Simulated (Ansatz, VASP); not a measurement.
# SnPb2: VASP beside Ansatz

One calculation is typed for both programs; each brings its own data sets. How far apart do they land? The cell is generated by rule, not measured, and may not be a known phase. The cell is taken from a series of runs on this material, whose earlier steps may have relaxed, scaled, displaced or heated it; both programs get it as it stands.

Calculated with Ansatz 0.2.0; plane waves, with VASP 6.6.1 beside it; relaxation of cell and atoms at PBEsol.

The structure was built from a prototype and need not be the compound's stable phase.

## Step 1: The structure

Symmetry: P-42m, No. 111, tetragonal system. Conventional cell: a = 6.586 Å, b = 6.586 Å, c = 6.219 Å, α = 90.00°, β = 90.00°, γ = 90.00°. Nearest to Sn lie 4 Pb at 2.91 Å. Nearest to Sn lie 4 Pb at 2.95 Å. Nearest to Pb lie 2 Sn at 2.91 to 2.95 Å and 2 Pb at 3.09 Å. Farther neighbours are not listed.

## Step 2: VASP: relaxation of cell and atoms, PBEsol

The relaxed volume is the usual yardstick between codes: in a stiff, nearly cubic crystal its relative difference is about their pressure difference at one cell divided by the bulk modulus.

Lines of VASP's logs that name or quote its potential files are left out, and so is its time.

File INCAR:

```
SYSTEM = SnPb2
PREC = Accurate
ENCUT = 500
EDIFF = 1E-07
NELM = 120
ISMEAR = 1
SIGMA = 0.2
LREAL = .FALSE.
ALGO = Normal
GGA = PS
NBANDS = 52
LORBIT = 11
LWAVE = .FALSE.
LCHARG = .FALSE.
ISIF = 3
IBRION = 2
NSW = 80
EDIFFG = -0.005
LASPH = .TRUE.
GGA_COMPAT = .FALSE.
NELMIN = 4
KPAR = 2
```

File POSCAR:

```
SnPb2
1.0
    6.5857460000      0.0000000000      0.0000000000
    0.0000000000      6.5857460000      0.0000000000
    0.0000000000      0.0000000000      6.2187290000
Sn Pb
2 4
Direct
    0.0000000000      0.0000000000      0.0000000000
    0.5000000000      0.5000000000      0.4999999196
    0.6995945486      0.3004054514      0.1309335075
    0.6995945486      0.6995945486      0.8690664925
    0.3004054514      0.3004054514      0.8690664925
    0.3004054514      0.6995945486      0.1309335075
```

File KPOINTS:

```
Automatic mesh
0
Gamma
6 6 6
0 0 0
```

PAW data sets: Sn_d and Pb_d (PBE family, release 64).

The run is started by

```
$ mpirun -np 2 vasp_std
```

Numbers of over 12 decimals in the logs are rounded to 6 here.

Output:

```text
[banner, memory and clock lines left out]
running    2 mpi-ranks, on    1 nodes
 distrk:  each k-point on    1 cores,    2 groups
 distr:  one band on    1 cores,    1 groups

 POSCAR found type information on POSCAR SnPb
 POSCAR found :  2 types and       6 ions
|                                                                             |
|               ----> ADVICE to this user running VASP <----                  |
|                                                                             |
|     You enforced a specific xc type in the INCAR file but a different       |
|     [... a line on the potential file left out ...]
|     I HOPE YOU KNOW WHAT YOU ARE DOING!                                     |
|                                                                             |

 LDA part: xc-table for (Slater+PW92), standard interpolation
 POSCAR, INCAR and KPOINTS ok, starting setup
 FFT: planning ... GRIDC
 FFT: planning ... GRID_SOFT
 FFT: planning ... GRID
 WAVECAR not read
 entering main loop
       N       E                     dE             d eps       ncg     rms          rms(c)
DAV:   1     0.101541862631E+04    0.10154E+04   -0.38917E+04  4196   0.183E+03
DAV:   2     0.122694696007E+03   -0.89272E+03   -0.87726E+03  4160   0.541E+02
DAV:   3    -0.133465637657E+02   -0.13604E+03   -0.13363E+03  4772   0.234E+02
DAV:   4    -0.216850570801E+02   -0.83385E+01   -0.82864E+01  4776   0.643E+01
DAV:   5    -0.220328228488E+02   -0.34777E+00   -0.34767E+00  6112   0.128E+01    0.324E+00
DAV:   6    -0.218214865177E+02    0.21134E+00   -0.28907E-01  4884   0.395E+00    0.180E+00
DAV:   7    -0.217487892056E+02    0.72697E-01   -0.23209E-01  4700   0.303E+00    0.386E-01
DAV:   8    -0.217508031169E+02   -0.20139E-02   -0.32778E-02  4860   0.120E+00    0.178E-01
DAV:   9    -0.217522823333E+02   -0.14792E-02   -0.42571E-03  5640   0.331E-01    0.745E-02
DAV:  10    -0.217529078209E+02   -0.62549E-03   -0.71549E-04  4580   0.168E-01    0.246E-02
DAV:  11    -0.217531248368E+02   -0.21702E-03   -0.38348E-04  4548   0.954E-02    0.120E-02
DAV:  12    -0.217531545997E+02   -0.29763E-04   -0.55960E-05  5504   0.315E-02    0.547E-03
DAV:  13    -0.217531584943E+02   -0.38946E-05   -0.11529E-05  5244   0.194E-02    0.182E-03
DAV:  14    -0.217531590392E+02   -0.54490E-06   -0.20595E-06  4388   0.803E-03    0.835E-04
DAV:  15    -0.217531592093E+02   -0.17010E-06   -0.32169E-07  3876   0.366E-03    0.369E-04
DAV:  16    -0.217531592925E+02   -0.83177E-07   -0.73628E-08  3064   0.147E-03
   1 F= -.21753159E+02 E0= -.21753054E+02  d E =-.217532E+02
 curvature:   0.00 expect dE= 0.000E+00 dE for cont linesearch  0.000E+00
 trial: gam= 0.00000 g(F)=  0.597E-06 g(S)=  0.534E-04 ort = 0.000E+00 (trialstep = 0.100E+01)
 search vector abs. value=  0.540E-04
 bond charge predicted
       N       E                     dE             d eps       ncg     rms          rms(c)
DAV:   1    -0.217544233665E+02   -0.12642E-02   -0.36433E-02  5440   0.206E+00    0.182E-01
DAV:   2    -0.217533613877E+02    0.10620E-02   -0.23933E-03  5412   0.534E-01    0.716E-02
DAV:   3    -0.217531817910E+02    0.17960E-03   -0.79609E-04  5580   0.279E-01    0.111E-02
DAV:   4    -0.217531830832E+02   -0.12922E-05   -0.38496E-05  4804   0.463E-02    0.390E-03
DAV:   5    -0.217531833720E+02   -0.28877E-06   -0.48378E-06  5648   0.177E-02    0.210E-03
DAV:   6    -0.217531840514E+02   -0.67948E-06   -0.49500E-07  3700   0.523E-03    0.576E-04
DAV:   7    -0.217531843002E+02   -0.24873E-06   -0.17621E-07  2840   0.400E-03    0.523E-04
DAV:   8    -0.217531841931E+02    0.10703E-06   -0.63073E-08  2416   0.308E-03    0.199E-04
DAV:   9    -0.217531841781E+02    0.15016E-07   -0.24423E-08  2596   0.107E-03
   2 F= -.21753184E+02 E0= -.21753078E+02  d E =-.248857E-04
 trial-energy change:   -0.000025  1 .order   -0.000026   -0.000054    0.000003
 step:   0.9495(harm=  0.9535)  dis= 0.00008  next Energy=   -21.753184 (dE=-0.250E-04)
 reached required accuracy - stopping structural energy minimisation
```

OUTCAR, selected parts (step 2):

```text
ion  position               nearest neighbor table
   1  0.000  0.000  0.000-   3 2.91   4 2.91   5 2.91   6 2.91
   2  0.500  0.500  0.500-   3 2.95   6 2.95   5 2.95   4 2.95
   3  0.700  0.300  0.131-   1 2.91   2 2.95   4 3.09   5 3.09   6 3.72
   4  0.700  0.700  0.869-   1 2.91   2 2.95   3 3.09   6 3.09   5 3.72
   5  0.300  0.300  0.869-   1 2.91   2 2.95   3 3.09   6 3.09   4 3.72
   6  0.300  0.700  0.131-   1 2.91   2 2.95   4 3.09   5 3.09   3 3.72

  LATTYP: Found a simple tetragonal cell.
 ALAT       =     6.5857460000
 C/A-ratio  =     0.9442710059

 Subroutine GETGRP returns: Found  8 space group operations
 (whereof  8 operations were pure point group operations)

The static configuration has the point symmetry D_2d.

 Found     40 irreducible k-points:

   k-points           NKPTS =     40   k-points in BZ     NKDIM =     40   number of bands    NBANDS=     52

   dimension x,y,z NGX =    48 NGY =   48 NGZ =   48
   dimension x,y,z NGXF=    96 NGYF=   96 NGZF=   96

   ENCUT  =  500.0 eV  36.75 Ry    6.06 a.u.  12.01 12.01 11.34*2*pi/ulx,y,z

   NELECT =      84.0000    total number of electrons

 k-points in reciprocal lattice and weights: Automatic mesh
   0.00000000  0.00000000  0.00000000       0.005
   0.16666667  0.00000000  0.00000000       0.019
   0.33333333  0.00000000  0.00000000       0.019
   0.50000000  0.00000000  0.00000000       0.009
   0.16666667  0.16666667  0.00000000       0.019
   0.33333333  0.16666667  0.00000000       0.037
   0.50000000  0.16666667  0.00000000       0.019
   0.33333333  0.33333333  0.00000000       0.019
   0.50000000  0.33333333  0.00000000       0.019
[...]
0.50000000  0.33333333  0.50000000       0.019
   0.50000000  0.50000000  0.50000000       0.005

 average (electrostatic) potential at core
       1-103.6575       2-103.5323       3 -93.8144       4 -93.8144       5 -93.8144
       6 -93.8144

 E-fermi :   3.1635

 k-point     1 :       0.0000    0.0000    0.0000
  band No.  band energies     occupation
    ...
     40       1.4508      2.00000
     41       2.8593      2.05341
     42       2.8593      2.05341
     43       2.8903      2.06587
     44       3.2049      0.65774
     45       4.3863     -0.00000
     46       4.3863     -0.00000
     47       5.9812     -0.00000
     48       6.0352     -0.00000
     49       7.0912     -0.00000
    ...

 k-point     2 :       0.1667    0.0000    0.0000
  band No.  band energies     occupation
    ...
     38       1.0801      2.00000
     39       1.5456      2.00000
     40       2.0514      2.00000
     41       2.5627      2.00018
     42       2.7382      2.01039
     43       3.3048      0.07592
     44       3.7146     -0.00069
     45       4.3235     -0.00000
     46       4.3961     -0.00000
     47       6.1501     -0.00000
    ...

 k-point     3 :       0.3333    0.0000    0.0000
  band No.  band energies     occupation
    ...
     38       0.6406      2.00000
     39       2.0186      2.00000
     40       2.0220      2.00000
     41       2.5936      2.00042
     42       2.7677      2.01709
     43       3.5076     -0.03536
     44       4.3368     -0.00000
     45       4.4560     -0.00000
     46       4.7550     -0.00000
     47       5.9596     -0.00000
    ...

  Total        0.0117443      0.0117443     -0.0079545      0.0000000      0.0000000      0.0000000
  in kB        0.0698406      0.0698406     -0.0473035      0.0000000      0.0000000      0.0000000
  external PRESSURE =       0.0307926 kB  Pullay stress =       0.0000000 kB

  energy-cutoff  :      500.00
  volume of cell :      269.42
      direct lattice vectors                 reciprocal lattice vectors
     6.583681529  0.000000000  0.000000000     0.151890701  0.000000000  0.000000000
     0.000000000  6.583681529 -0.000000000     0.000000000  0.151890701  0.000000000
     0.000000000  0.000000000  6.215729028     0.000000000  0.000000000  0.160882174

 POSITION                                       TOTAL-FORCE (eV/Angst)
 -----------------------------------------------------------------------------------
      0.00000      0.00000      6.21573         0.000000      0.000000      0.000000
      3.29184      3.29184      3.10786         0.000000      0.000000      0.000000
      4.60592      1.97776      0.81393         0.002449     -0.002449      0.001928
      4.60592      4.60592      5.40180         0.002449      0.002449     -0.001928
      1.97776      1.97776      5.40180        -0.002449     -0.002449     -0.001928
      1.97776      4.60592      0.81393        -0.002449      0.002449      0.001928
 -----------------------------------------------------------------------------------
    total drift:                                0.000000      0.000000      0.000173

  FREE ENERGIE OF THE ION-ELECTRON SYSTEM (eV)
  ---------------------------------------------------
  free  energy   TOTEN  =       -21.7531841781 eV

  energy  without entropy=      -21.7528644128  energy(sigma->0) =      -21.75307759

 reached required accuracy - stopping structural energy minimisation

 total charge
# of ion       s       p       d       tot
------------------------------------------
    1        1.232   1.046   9.964  12.242
    2        1.240   1.018   9.961  12.219
    3        1.333   0.872   9.803  12.009
    4        1.333   0.872   9.803  12.009
    5        1.333   0.872   9.803  12.009
    6        1.333   0.872   9.803  12.009
--------------------------------------------------
tot          7.805   5.554  59.139  72.497

[... 3 further parts left out ...]
```

[end of part 1 of 2]

[Lines on the potential files, build, host, timing and source positions are cut from VASP's logs without a mark.]

[Logs are printed without paths, hosts, clocks, repeated set-up lines and the standing remarks that a program may print on its own settings, such as how far it seeks lower states.]

[Hosts, paths, dates, database ids (printed as entryN), source tags and the programs' standing remarks are cut or masked in the printed files.]
